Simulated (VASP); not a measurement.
Given:

```
CELL_PARAMETERS angstrom
      1.54371    -2.67379     0.00000
      1.54371     2.67379     0.00000
      0.00000     0.00000     5.06942
ATOMIC_POSITIONS crystal
  Si 0.66667 0.33333 0.49967
  Si 0.33333 0.66667 0.99967
  C  0.66667 0.33333 0.87533
  C  0.33333 0.66667 0.37533
```

These are optB86b-vdW, VASP's PBE PAW potentials (set 64) (plane waves; VASP) values and carry that method's errors. Settings: 520 eV cut-off, Gaussian smearing of 0.050 eV, potentials Si C.

Problem. Give the energies of bands 3 to 11 at the high-symmetry points, in eV from the valence-band maximum.

Solution. 
| band | Γ | M | K | A | L | H |
|---|---|---|---|---|---|---|
| 3 | -8.62 | -7.71 | -6.66 | -4.41 | -8.19 | -7.69 |
| 4 | -1.31 | -6.25 | -6.23 | -4.41 | -8.19 | -7.69 |
| 5 | -1.31 | -5.38 | -6.23 | -0.71 | -2.42 | -5.57 |
| 6 | -0.12 | -3.29 | -4.00 | -0.71 | -2.42 | -5.57 |
| 7 | 0.00 | -3.25 | -4.00 | -0.71 | -2.32 | -1.73 |
| 8 | 0.00 | -1.19 | -3.79 | -0.71 | -2.32 | -1.73 |
| 9 | 4.76 | 2.79 | 2.30 | 5.84 | 3.28 | 5.05 |
| 10 | 6.11 | 4.22 | 8.13 | 5.84 | 3.28 | 5.05 |
| 11 | 6.60 | 6.81 | 8.81 | 7.29 | 5.24 | 6.00 |

The gap is indirect, 2.30 eV, from the valence maximum at Γ to the conduction minimum at K.

Measured: gap 3.33 eV (computed value off by -1.03 eV), as given by Daiki Deguchi et al., Japanese Journal of Applied Physics (2016), arXiv:1512.06930.

The compound is SiC in the wurtzite structure, the rare 2H polytype. It was relaxed first.
